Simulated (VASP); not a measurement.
An input for Quantum ESPRESSO's pw.x (written as the equivalent of a VASP run, and not itself run):

```
&CONTROL
  calculation = 'scf'
  pseudo_dir = './pseudo'
  outdir = './out'
  tprnfor = .true.
  tstress = .true.
/
&SYSTEM
  ibrav = 0
  nat = 3
  ntyp = 2
  ecutwfc = 56.6
  occupations = 'smearing'
  smearing = 'gaussian'
  degauss = 0.009996
  input_dft = 'pbe'
/
&ELECTRONS
  conv_thr = 7.3e-08
  electron_maxstep = 100
/
ATOMIC_SPECIES
  Ba 137.327 Ba.upf
  Br 79.904 Br.upf
CELL_PARAMETERS angstrom
     4.0981930    0.0000000    0.0000000
    -2.0490960    3.5491390    0.0000000
     0.0000000    0.0000000   17.9053550
ATOMIC_POSITIONS crystal
  Ba   0.6666670  0.3333330  0.5000000
  Br   0.3333330  0.6666670  0.3909450
  Br   0.3333330  0.6666670  0.6090550
K_POINTS automatic
  7 7 1 0 0 0
```

Q: Translate this input to VASP (INCAR, KPOINTS, POSCAR, choice of POTCAR).

A: This is not unique; one that fits is 
File KPOINTS:
```
Automatic mesh
0
Gamma
7 7 1
0 0 0
```

POSCAR:
```
BaBr2
1
    4.0981930000     0.0000000000     0.0000000000
   -2.0490960000     3.5491390000     0.0000000000
    0.0000000000     0.0000000000    17.9053550000
Ba Br
1 2
Direct
  0.6666670000   0.3333330000   0.5000000000
  0.3333330000   0.6666670000   0.3909450000
  0.3333330000   0.6666670000   0.6090550000
```

**INCAR**
```
LMAXMIX = 4
LASPH = .TRUE.   ! aspherical one-centre terms
PREC = Accurate
ISMEAR = 0   ! Gaussian
GGA = PE
SIGMA = 0.136   ! width (eV)
EDIFF = 1E-6   ! SCF stop (eV)
SYSTEM = BaBr2
LREAL = .FALSE.   ! projection in real space or not
ENCUT = 300   ! plane-wave cut-off (eV)
LCHARG = .FALSE.
NELM = 100   ! most electronic steps
LWAVE = .FALSE.
ISIF = 2
ALGO = Normal
```

POTCAR, in this order: Ba_sv Br (PBE.64 set). Program: vasp_std.

What does not carry over: the potentials are each code's own (VASP's PAW set, PseudoDojo norm-conserving files in pw.x), so ENCUT and ecutwfc are chosen apart and not converted; conv_thr bounds pw.x's estimated SCF error, while EDIFF bounds the energy change between steps.

The cell is a sheet with vacuum, built from a generated structure.
